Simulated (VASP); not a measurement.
The input files of a VASP run:

File POSCAR:
```
KBr
1
   -0.0000000000     2.6466291068     2.6466291068
    2.6466291068     0.0000000000     2.6466291068
    2.6466291068     2.6466291068     0.0000000000
K Br
1 1
Direct
  0.0000000000   0.0000000000   0.0000000000
  0.5000000000   0.5000000000   0.5000000000
```

INCAR:
```
! general
SYSTEM =KBr
PREC   =Accurate
ENCUT  =500   ! plane-wave cut-off (eV)
LREAL  =.FALSE.   ! projection in real space or not
LASPH  =.TRUE.   ! aspherical one-centre terms

! electronic loop
EDIFF  =1E-6
NELM   =100
ALGO   =Normal
LMAXMIX=4   ! l cut-off of mixed one-centre charges

! smearing
ISMEAR =0   ! Gaussian
SIGMA  =0.05   ! width (eV)

! ions
IBRION =2   ! conjugate gradients
NSW    =40   ! most ionic steps
ISIF   =3
EDIFFG =-0.02   ! ionic stop
PSTRESS=450   ! kbar

! output
LWAVE  =.FALSE.
LCHARG =.FALSE.
```

### KPOINTS
```
Automatic mesh
0
Gamma
9 9 9
0 0 0
```

POTCAR, in this order: K_sv Br (LDA.64 set). Program: vasp_std.

**Question.** Translate this LDA calculation to Ansatz.

**Answer.** One equivalent input (not run):
Ansatz 0.2 input:
```yaml
crystal:
  lattice:
    - [0.0000000, 2.6466291, 2.6466291]
    - [2.6466291, 0.0000000, 2.6466291]
    - [2.6466291, 2.6466291, 0.0000000]
  atoms:
    - { symbol: K, position: [0.0000000, 0.0000000, 0.0000000] }
    - { symbol: Br, position: [0.5000000, 0.5000000, 0.5000000] }
kpoints:
  mp_grid: { grid: [9, 9, 9] }
hamiltonian:
  xc: lda
  pseudopotentials: { kind: paw }
scf:
  occupations: { method: gaussian, width: 0.05 }
  max_iter: 100
relax:
  max_steps: 40
  f_tol: 0.02
  cell: { p_target: 45 }
output: { forces: true, stress: true, eigenvalues: true }
```
The two are equivalent in intent, not identical: each code has its own PAW files, so the cut-off isn't converted (ENCUT is set for VASP's; basis.ecutwfc is left out, and Ansatz then takes the one that its files recommend); Ansatz stops its SCF on the density residual and VASP on the energy change (EDIFF); Ansatz's lda is the Perdew-Wang form, while the LDA potentials of VASP carry Perdew-Zunger's.

The compound is KBr in the rock salt structure. It was relaxed first under an external pressure of 45 GPa.
